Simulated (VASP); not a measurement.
Runs of VASP 6.6.1 on LiTiB4. Symmetry: P6/mmm, No. 191, hexagonal system. The conventional cell has a = 3.021 Å, b = 3.021 Å, c = 6.761 Å, α = 90.00°, β = 90.00°, γ = 120.00°. Around Li (site symmetry 6/mmm) lie 12 B at 2.51 Å. Ti (site symmetry 6/mmm) is surrounded by 12 B at 2.35 Å. Around B (site symmetry 3m) lie 3 B at 1.74 Å. The cell was built by a generator and needn't be a form met in nature.

| level | potentials or basis | gap on the mesh (eV) | pressure (GPa) | relaxed volume (Å³/atom) | largest force (eV/Å) |
| --- | --- | --- | --- | --- | --- |
| RPBE | VASP PAW PBE potentials, release 64 (Li_sv, Ti_sv, B) | none | 0.0 | 9.07 | 0.01 |
| BLYP | VASP PAW PBE potentials, release 64 (Li_sv, Ti_sv, B) | none | -0.1 | (b) | 0.01 |
| revPBE | VASP PAW PBE potentials, release 64 (Li_sv, Ti_sv, B) | none | -0.1 | (c) | - |
| optB88-vdW | VASP PAW PBE potentials, release 64 (Li_sv, Ti_sv, B) | none | 0.1 | 8.86 | 0.01 |
| PW91 | VASP PAW PBE potentials, release 64 (Li_sv, Ti_sv, B) | none | -0.1 | 8.91 | 0.01 |
| PBEsol | VASP PAW PBE potentials, release 64 (Li_sv, Ti_sv, B) | none | -0.1 | 8.72 | - |
| LDA | VASP PAW LDA potentials, release 64 (Li_sv, Ti_sv, B) | none | 0.0 | (a) | - |
| AM05 | VASP PAW PBE potentials, release 64 (Li_sv, Ti_sv, B) | none | 0.1 | 8.69 | - |

Alike in all rows: task relaxation of cell and atoms; no spin polarisation; cell relaxed; k mesh 7 × 7 × 3; cutoff (eV) 600; smearing fermi-dirac 0.05 eV.

Q: Estimate the missing entries.

A: (a) 8.45; (b) 9.13; (c) 9.05.

Caveats: the cutoff is under 1.25 times the usual one of these potentials, so pressure, stress and relaxed cells hold a basis-set (Pulay) error; the PAW data sets were made with another functional, which shifts forces and pressure a little (some runs).

A gap of «none» marks a metal or a gap under the smearing width.

Runs at the PBE level aren't shown here.
